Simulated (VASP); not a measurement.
Data:

```
LaSi
1.0
    4.15734     0.00000     0.00000
   -2.07867     3.60036     0.00000
    0.00000     0.00000     7.67483
La Si
2 2
Direct
  0.00000   0.00000   0.00000
  0.00000   0.00000   0.50000
  0.33333   0.66667   0.25000
  0.66667   0.33333   0.75000
```

All values below come from PBEsol GGA, VASP's PBE PAW potentials (set 64) (plane waves; VASP). Run with 400 eV cut-off, 10×10×5 Γ-centred mesh, tetrahedra with Blöchl corrections, potentials La Si.

The cores are frozen, which limits the accuracy of field gradients.

**Question.** Give the principal components of the electric field gradient (V/Å²) and the asymmetry η at each nucleus.

**Answer.** 
```tsv
atom	Vxx	Vyy	Vzz	η
La1	-12.3	-12.3	24.6	0.00
La2	-12.3	-12.3	24.6	0.00
Si3	18.2	18.2	-36.4	0.00
Si4	18.2	18.2	-36.4	0.00
```

The structure was generated: LaSi was put into the NiAs type type (P6_3/mmc), which need not be its known phase. It was relaxed first, which changed the volume by -27 %.
